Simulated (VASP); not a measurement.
TaN:

```
CELL_PARAMETERS angstrom
0.00000 2.21132 2.21132
2.21132 0.00000 2.21132
2.21132 2.21132 0.00000
ATOMIC_POSITIONS crystal
Ta 0.50000 0.50000 0.50000
N 0.00000 0.00000 0.00000
```

The cell comes from a database or a generator and needn't be the stable form of this composition.

* Program: VASP 6.6.1
* Task: relaxation of cell and atoms
* Functional: r2SCAN
* Dispersion: rVV10
* Potentials or basis: VASP PAW PBE potentials, release 64 (Ta_pv, N)
* Cutoff: 520 eV
* k mesh: 12 × 12 × 12
* Occupations: gaussian, width 0.02 eV
* Spin: no spin polarisation

At the start: pressure -5.7 GPa; volume 10.81 Å³/atom.

Problem. How do energy, volume and symmetry change on relaxing?

Solution. Over 6 steps the energy falls by 3.3 meV/atom and the volume is 10.63 Å³/atom (-1.7 %); space group Fm-3m (No. 225, to 0.05 Å).

Step by step:
```csv
step,energy change (eV),largest force (eV/Å),pressure (GPa),volume (Å³)
1,0.0000,0.0000,-5.73,21.63
2,0.0321,0.0000,15.47,20.44
3,-0.0065,0.0000,-0.09,21.27
4,-0.0065,0.0000,0.03,21.27
5,-0.0065,0.0000,-0.04,21.27
6,-0.0065,0.0000,0.00,21.27
```

Final structure:
```yaml
crystal:
  lattice:
    - [0.00000, 2.19906, 2.19906]
    - [2.19906, 0.00000, 2.19906]
    - [2.19906, 2.19906, 0.00000]
  atoms:
    - { symbol: Ta, position: [0.50000, 0.50000, 0.50000] }
    - { symbol: N, position: [0.00000, 0.00000, 0.00000] }
```

Caveat: the PAW data sets were made with another functional, which shifts forces and pressure a little.
